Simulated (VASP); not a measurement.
# BrCIH2 in VASP: settings compared

Aim: see how the results for BrCIH2 move with the level of theory and the settings. Levels: SCAN+D4, revPBE+D4, PBE+D4, PBE0+D4. Tasks: single point.

All numbers are computed with VASP 6.6.1; they aren't measurements. Logs are shortened: lines on timing, memory, paths and dates and some standing lists are left out, and cuts for length are marked.

## Step 1: The structure

The cell holds a molecule in a box, 5 atoms: a = 13.000 Å, b = 11.000 Å, c = 12.000 Å, α = 90.00°, β = 90.00°, γ = 90.00°.

## Step 2: Single point, SCAN+D4

Input file INCAR:

```
PREC = Accurate
ENCUT = 520
EDIFF = 1E-7
ISMEAR = 0
SIGMA = 0.01
LREAL = False
LASPH = True
NELM = 60
ALGO = Normal
ISIF = 2
LWAVE = False
LCHARG = False
METAGGA = SCAN
LMIXTAU = True
IVDW = 13
NBANDS = 18
```

Input file KPOINTS:

```
Automatic mesh
0
Gamma
  1 1 1
```

Input file POSCAR:

```
H2CIBr
1.0
   13.0000000000      0.0000000000      0.0000000000
    0.0000000000     11.0000000000      0.0000000000
    0.0000000000      0.0000000000     12.0000000000
Br C I H
1 1 1 2
Direct
    0.3766923100      0.4773090900      0.5308750000
    0.5178615400      0.4930181800      0.4861666700
    0.6253076900      0.4147454500      0.5988166700
    0.5355769200      0.5890727300      0.4801916700
    0.5270846200      0.4471636400      0.4068500000
```

Potentials or basis: VASP PAW PBE potentials, release 64 (Br, C, I, H).

On the command line:

```sh
$ cat potpaw_PBE.64/Br/POTCAR potpaw_PBE.64/C/POTCAR potpaw_PBE.64/I/POTCAR potpaw_PBE.64/H/POTCAR > POTCAR
$ mpirun -np 1 vasp_gam > vasp.out
```

OUTCAR:

```text
PREC = Accurate
   ENCUT = 520
   EDIFF = 1E-7
   ISMEAR = 0
   LREAL = False
   LASPH = True
   NELM = 60
   ISIF = 2
   METAGGA = SCAN
   IVDW = 13

 ion  position               nearest neighbor table
   1  0.377  0.477  0.531-   2 1.92
   2  0.518  0.493  0.486-   4 1.08   5 1.08   1 1.92   3 2.13
   3  0.625  0.415  0.599-   2 2.13
   4  0.536  0.589  0.480-   2 1.08
   5  0.527  0.447  0.407-   2 1.08

  LATTYP: Found a simple orthorhombic cell.
 ALAT       =    11.0000000000
 B/A-ratio  =     1.0909090909
 C/A-ratio  =     1.1818181818

  Lattice vectors:

 A1 = (   0.0000000000,  11.0000000000,   0.0000000000)
 A2 = (   0.0000000000,   0.0000000000,  12.0000000000)
 A3 = (  13.0000000000,   0.0000000000,   0.0000000000)

Analysis of symmetry for initial positions (statically):
=====================================================================
 Subroutine PRICEL returns:
 Original cell was already a primitive cell.

 Routine SETGRP: Setting up the symmetry group for a
 simple orthorhombic supercell.

 Subroutine GETGRP returns: Found  1 space group operations
 (whereof  1 operations were pure point group operations)
 out of a pool of  8 trial point group operations.

The static configuration has the point symmetry C_1 .

Analysis of symmetry for dynamics (positions and initial velocities):
=====================================================================
 Subroutine PRICEL returns:
 Original cell was already a primitive cell.

 Routine SETGRP: Setting up the symmetry group for a
 simple orthorhombic supercell.

 Subroutine GETGRP returns: Found  1 space group operations
 (whereof  1 operations were pure point group operations)
 out of a pool of  8 trial point group operations.

The dynamic configuration has the point symmetry C_1 .

 Subroutine INISYM returns: Found  1 space group operations
 (whereof  1 operations are pure point group operations),
 and found     1 'primitive' translations

----------------------------------------------------------------------------------------

                                     Primitive cell

  volume of cell :    1716.0000

  direct lattice vectors                    reciprocal lattice vectors
    13.000000000  0.000000000  0.000000000     0.076923077  0.000000000  0.000000000
     0.000000000 11.000000000  0.000000000     0.000000000  0.090909091  0.000000000
     0.000000000  0.000000000 12.000000000     0.000000000  0.000000000  0.083333333

  length of vectors
    13.000000000 11.000000000 12.000000000     0.076923077  0.090909091  0.083333333

  position of ions in fractional coordinates (direct lattice)
     0.376692310  0.477309090  0.530875000
     0.517861540  0.493018180  0.486166670
     0.625307690  0.414745450  0.598816670
     0.535576920  0.589072730  0.480191670
     0.527084620  0.447163640  0.406850000

  ion indices of the primitive-cell ions
   primitive index   ion index
                 1           1
                 2           2
                 3           3
                 4           4
                 5           5

----------------------------------------------------------------------------------------

 KPOINTS: Automatic mesh

Automatic generation of k-mesh.
 Grid dimensions read from file:
 generate k-points for:    1    1    1

 Generating k-lattice:

  Cartesian coordinates                     Fractional coordinates (reciprocal lattice)
     0.076923077  0.000000000  0.000000000     1.000000000  0.000000000  0.000000000
     0.000000000  0.090909091  0.000000000     0.000000000  1.000000000  0.000000000
     0.000000000  0.000000000  0.083333333     0.000000000  0.000000000  1.000000000

  Length of vectors
     0.076923077  0.090909091  0.083333333

  Shift w.r.t. Gamma in fractional coordinates (k-lattice)
     0.000000000  0.000000000  0.000000000

 Subroutine IBZKPT returns following result:
 ===========================================

 Found      1 irreducible k-points:

 Following reciprocal coordinates:
            Coordinates               Weight
  0.000000  0.000000  0.000000      1.000000
   k-points           NKPTS =      1   k-points in BZ     NKDIM =      1   number of bands    NBANDS=     18
   number of dos      NEDOS =    301   number of ions     NIONS =      5
   total plane-waves  NPLWV = 740880
   dimension x,y,z NGX =    98 NGY =   84 NGZ =   90
   dimension x,y,z NGXF=   196 NGYF=  168 NGZF=  180
   ions per type =               1   1   1   2
   NGX,Y,Z   is equivalent  to a cutoff of  12.53, 12.70, 12.47 a.u.
   NGXF,Y,Z  is equivalent  to a cutoff of  25.06, 25.39, 24.94 a.u.
 SYSTEM =  unknown system
   PREC   = accura    normal or accurate (medium, high low for compatibility)
   ISTART =      0    job   : 0-new  1-cont  2-samecut
   ICHARG =      2    charge: 1-file 2-atom 10-const
   ISPIN  =      1    spin polarized calculation?
   LNONCOLLINEAR =      F non collinear calculations
   LSORBIT =      F    spin-orbit coupling
   LASPH  =      T    aspherical Exc in radial PAW
   ENCUT  =  520.0 eV  38.22 Ry    6.18 a.u.  24.17 20.45 22.31*2*pi/ulx,y,z
   NELM   =     60;   NELMIN=  2; NELMDL= -5     # of ELM steps
   EDIFF  = 0.1E-06   stopping-criterion for ELM
   LREAL  =      F    real-space projection
   EDIFFG = 0.1E-05   stopping-criterion for IOM
   NSW    =      0    number of steps for IOM
   IBRION =     -1    ionic relax: 0-MD 1-quasi-New 2-CG
   NFREE  =      0    steps in history (QN), initial steepest desc. (CG)
   ISIF   =      2    stress and relaxation
   ISYM   =      2    0-nonsym 1-usesym 2-fastsym
   POTIM  = 0.5000    time-step for ionic-motion
   TEBEG  =    0.0;   TEEND  =   0.0 temperature during run
   PSTRESS=    0.0 pullay stress
   NELECT =      20.0000    total number of electrons
   NUPDOWN=      -1.0000    fix difference up-down
   EMIN   =  10.00;   EMAX   =-10.00  energy-range for DOS
   EFERMI =   0.00;   METHOD = LEGACY
   ISMEAR =     0;   SIGMA  =   0.01  broadening in eV -4-tet -1-fermi 0-gaus
   EFERMI_NEDOS =   21; number of points for ismear=-14 and -15
   IALGO  =     38    algorithm
   IMIX   =      4    mixing-type and parameters
     AMIX     =   0.40;   BMIX     =  1.00
     AMIX_MAG =   1.60;   BMIX_MAG =  1.00
  volume/ion in A,a.u.               =     343.20      2316.03
  Fermi-wavevector in a.u.,A,eV,Ry     =   0.371175  0.701420  1.874490  0.137771
  Thomas-Fermi vector in A             =   1.299103
   LORBIT       =      0    0 simple, 1 ext, 2 COOP (PROOUT), +10 PAW based schemes
   METAGGA = SCAN    functional components
   LHFCALC =     F    Hartree Fock is set to
   AEXX    =    0.0000 exact exchange contribution
   IVDW    =    13    specifies the selected vdW correction
   LEPSILON=     F    determine dielectric tensor
   LRPA    =     F    only Hartree local field effects (RPA)
 non-spin polarized calculation
 Gauss-broadening in eV      SIGMA  =   0.01
  energy-cutoff  :      520.00
  volume of cell :     1716.00
 maximum number of plane-waves:     23131
 NGX is ok and might be reduce to    98
   NGX = 49   NGY = 41   NGZ = 45

 number of electron      20.0000000 magnetization

 Free energy of the ion-electron system (eV)
  ---------------------------------------------------
  ext. energy  EPLUGINS =         0.00000000
  ---------------------------------------------------
  free energy    TOTEN  =       -72.73520513 eV

  energy without entropy =      -72.73520513  energy(sigma->0) =      -72.73520513

 E-fermi :  -6.3354     XC(G=0):  -0.7088

 val. band max:       -6.3856534161   @ k =   0.0000   0.0000   0.0000
 cond. band min:      -1.9417557214   @ k =   0.0000   0.0000   0.0000
 fundamental gap:      4.4438976947
 Fermi energy:        -6.3354465813

 k-point     1 :       0.0000    0.0000    0.0000
  band No.  band energies     occupation
      1     -21.7245      2.00000
      2     -18.7659      2.00000
      3     -16.2908      2.00000
      4     -11.8847      2.00000
      5     -10.5920      2.00000
      6      -9.8024      2.00000
      7      -7.0857      2.00000
      8      -7.0577      2.00000
      9      -6.4226      2.00000
     10      -6.3857      2.00000
     11      -1.9418      0.00000
     12      -0.4111      0.00000
     13       0.0706      0.00000
     14       0.9895      0.00000
     15       1.1217      0.00000
     16       1.1687      0.00000
     17       1.2625      0.00000
     18       1.3533      0.00000

------------------------ aborting loop because EDIFF is reached ----------------------------------------

  DFT-D4 for vdW energy calculation

  Edisp (eV):   -0.01596

  FORCE on cell =-STRESS in cart. coord.  units (eV):
  Direction    XX          YY          ZZ          XY          YZ          ZX
  --------------------------------------------------------------------------------------
  -------------------------------------------------------------------------------------
  Total       0.36488    -0.05345     0.02595    -0.06053    -0.08135     0.05230
  in kB       0.34068    -0.04990     0.02423    -0.05651    -0.07595     0.04883
  external pressure =        0.11 kB  Pullay stress =        0.00 kB

 VOLUME and BASIS-vectors are now :
 -----------------------------------------------------------------------------
  energy-cutoff  :      520.00
  volume of cell :     1716.00
      direct lattice vectors                 reciprocal lattice vectors
    13.000000000  0.000000000  0.000000000     0.076923077  0.000000000  0.000000000
     0.000000000 11.000000000  0.000000000     0.000000000  0.090909091  0.000000000
     0.000000000  0.000000000 12.000000000     0.000000000  0.000000000  0.083333333

 POSITION                                       TOTAL-FORCE (eV/Angst)
 -----------------------------------------------------------------------------------
      4.89700      5.25040      6.37050        -0.161908     -0.010598      0.038838
      6.73220      5.42320      5.83400         0.120177      0.100099     -0.177276
      8.12900      4.56220      7.18580         0.087201     -0.052637      0.077181
      6.96250      6.47980      5.76230        -0.023207     -0.044295      0.015443
      6.85210      4.91880      4.88220        -0.022263      0.007431      0.045814
 -----------------------------------------------------------------------------------
    total drift:                                0.005111      0.018179      0.011219

  FREE ENERGIE OF THE ION-ELECTRON SYSTEM (eV)
  ---------------------------------------------------
  free  energy   TOTEN  =       -72.7511634437 eV

  energy  without entropy=      -72.7511634437  energy(sigma->0) =      -72.75116344
```

Run time: 14 min. Hardware: 1 thread of Intel Xeon Platinum 8488C (Sapphire Rapids), shared host; peak memory 1.6 GiB.

What came out:

- Free energy: -72.7512 eV
- Largest force: 0.236 eV/Å
- Gap between the frontier levels: 4.44 eV
- Dispersion energy per atom: -0.003 eV

Forces in eV/Å, atoms in the order of the input:
```
Br  -0.162 -0.011  0.039
C    0.120  0.100 -0.177
I    0.087 -0.053  0.077
H   -0.023 -0.044  0.015
H   -0.022  0.007  0.046
```

Levels at points of the mesh, in eV from the valence-band top:
| k point | band 7 | band 8 | band 9 | band 10 | band 11 | band 12 | band 13 | band 14 |
| --- | --- | --- | --- | --- | --- | --- | --- | --- |
| (0.00, 0.00, 0.00) | -0.70 | -0.67 | -0.04 | 0.00 | 4.44 | 5.97 | 6.46 | 7.38 |

Caveat: the PAW data sets were made with another functional, which shifts forces and pressure a little; spin-orbit coupling is left out, which moves the levels of the heavy elements. SCAN opens gaps a little over a GGA but as a rule still falls short of measured ones.

## Step 3: Single point, revPBE+D4

Input file INCAR:

```
SYSTEM = H2CIBr
PREC = Accurate
ENCUT = 520
EDIFF = 1E-6
ISMEAR = 0
SIGMA = 0.01
LREAL = .False.
LASPH = .True.
NELM = 60
ALGO = Normal
ISIF = 2
LWAVE = .False.
LCHARG = .False.
GGA = RE
IVDW = 13
```

Input file KPOINTS:

```
Automatic mesh
0
Gamma
  1 1 1
  0 0 0
```

POSCAR is that of step 2.

Potentials or basis: VASP PAW PBE potentials, release 64 (Br, C, I, H).

On the command line:

```sh
$ cat potpaw_PBE.64/Br/POTCAR potpaw_PBE.64/C/POTCAR potpaw_PBE.64/I/POTCAR potpaw_PBE.64/H/POTCAR > POTCAR
$ mpirun -np 1 vasp_gam > vasp.out
```

OUTCAR:

```text
SYSTEM = H2CIBr
   PREC = Accurate
   ENCUT = 520
   EDIFF = 1E-6
   ISMEAR = 0
   LREAL = .False.
   LASPH = .True.
   NELM = 60
   ISIF = 2
   GGA = RE
   IVDW = 13

 ion  position               nearest neighbor table
   1  0.377  0.477  0.531-   2 1.92
   2  0.518  0.493  0.486-   4 1.08   5 1.08   1 1.92   3 2.13
   3  0.625  0.415  0.599-   2 2.13
   4  0.536  0.589  0.480-   2 1.08
   5  0.527  0.447  0.407-   2 1.08

  LATTYP: Found a simple orthorhombic cell.
 ALAT       =    11.0000000000
 B/A-ratio  =     1.0909090909
 C/A-ratio  =     1.1818181818

  Lattice vectors:

 A1 = (   0.0000000000,  11.0000000000,   0.0000000000)
 A2 = (   0.0000000000,   0.0000000000,  12.0000000000)
 A3 = (  13.0000000000,   0.0000000000,   0.0000000000)

Analysis of symmetry for initial positions (statically):
=====================================================================
 Subroutine PRICEL returns:
 Original cell was already a primitive cell.

[... 156 lines left out ...]
 cond. band min:      -2.0453890688   @ k =   0.0000   0.0000   0.0000
 fundamental gap:      4.0092979421
 Fermi energy:        -6.0085790101

 k-point     1 :       0.0000    0.0000    0.0000
  band No.  band energies     occupation
      1     -20.8000      2.00000
      2     -17.9859      2.00000
      3     -15.5813      2.00000
      4     -11.3613      2.00000
      5     -10.1778      2.00000
      6      -9.4391      2.00000
      7      -6.7339      2.00000
      8      -6.6886      2.00000
      9      -6.0869      2.00000
     10      -6.0547      2.00000
     11      -2.0454      0.00000
     12      -0.7174      0.00000
     13      -0.4580      0.00000
     14       0.5878      0.00000

------------------------ aborting loop because EDIFF is reached ----------------------------------------

  DFT-D4 for vdW energy calculation

  Edisp (eV):   -0.34027

  FORCE on cell =-STRESS in cart. coord.  units (eV):
  Direction    XX          YY          ZZ          XY          YZ          ZX
  --------------------------------------------------------------------------------------
  -------------------------------------------------------------------------------------
  Total       1.36367     0.42245     0.58913    -0.14940    -0.16617     0.13358
  in kB       1.27321     0.39443     0.55005    -0.13949    -0.15515     0.12472
  external pressure =        0.74 kB  Pullay stress =        0.00 kB

 VOLUME and BASIS-vectors are now :
 -----------------------------------------------------------------------------
  energy-cutoff  :      520.00
  volume of cell :     1716.00
      direct lattice vectors                 reciprocal lattice vectors
    13.000000000  0.000000000  0.000000000     0.076923077  0.000000000  0.000000000
     0.000000000 11.000000000  0.000000000     0.000000000  0.090909091  0.000000000
     0.000000000  0.000000000 12.000000000     0.000000000  0.000000000  0.083333333

 POSITION                                       TOTAL-FORCE (eV/Angst)
 -----------------------------------------------------------------------------------
      4.89700      5.25040      6.37050        -0.509337     -0.029938      0.116817
      6.73220      5.42320      5.83400         0.102863      0.078324     -0.155389
      8.12900      4.56220      7.18580         0.324655     -0.176346      0.270651
      6.96250      6.47980      5.76230         0.053278      0.238805     -0.017851
      6.85210      4.91880      4.88220         0.028540     -0.110845     -0.214229
 -----------------------------------------------------------------------------------
    total drift:                               -0.000179     -0.000215      0.000334

  FREE ENERGIE OF THE ION-ELECTRON SYSTEM (eV)
  ---------------------------------------------------
  free  energy   TOTEN  =       -18.9691589505 eV

  energy  without entropy=      -18.9691589505  energy(sigma->0) =      -18.96915895
```

OSZICAR:

```text
N       E                     dE             d eps       ncg     rms          rms(c)
DAV:   1     0.210417559870E+03    0.21042E+03   -0.41878E+03    28   0.808E+02
DAV:   2     0.541093734123E+02   -0.15631E+03   -0.15445E+03    48   0.119E+02
DAV:   3    -0.131189867806E+02   -0.67228E+02   -0.67126E+02    28   0.106E+02
[... 17 lines left out ...]
DAV:  21    -0.186288842485E+02   -0.16321E-04   -0.97340E-07    32   0.480E-03    0.997E-04
DAV:  22    -0.186288886394E+02   -0.43909E-05   -0.28862E-07    32   0.279E-03    0.122E-03
DAV:  23    -0.186288902452E+02   -0.16058E-05   -0.54645E-08    32   0.141E-03    0.524E-04
DAV:  24    -0.186288918685E+02   -0.16233E-05   -0.77759E-08    32   0.132E-03    0.277E-04
DAV:  25    -0.186288921447E+02   -0.27615E-06   -0.14495E-08    32   0.630E-04
   1 F= -.18969159E+02 E0= -.18969159E+02  d E =-.330028E-11
```

Wall time 2.4 min (1 thread of Intel Xeon Platinum 8488C (Sapphire Rapids), shared host); peak memory 1.2 GiB.

Results:

- Free energy: -18.9692 eV
- Largest force: 0.523 eV/Å
- Gap between the frontier levels: 4.01 eV
- Dispersion energy per atom: -0.068 eV

Forces on the atoms (eV/Å):
```
Br  -0.509 -0.030  0.117
C    0.103  0.078 -0.155
I    0.325 -0.176  0.271
H    0.053  0.239 -0.018
H    0.029 -0.111 -0.214
```

Caveat: the PAW data sets were made with another functional, which shifts forces and pressure a little; spin-orbit coupling is left out, which moves the levels of the heavy elements.

(Part 1 of 2 ends here.)
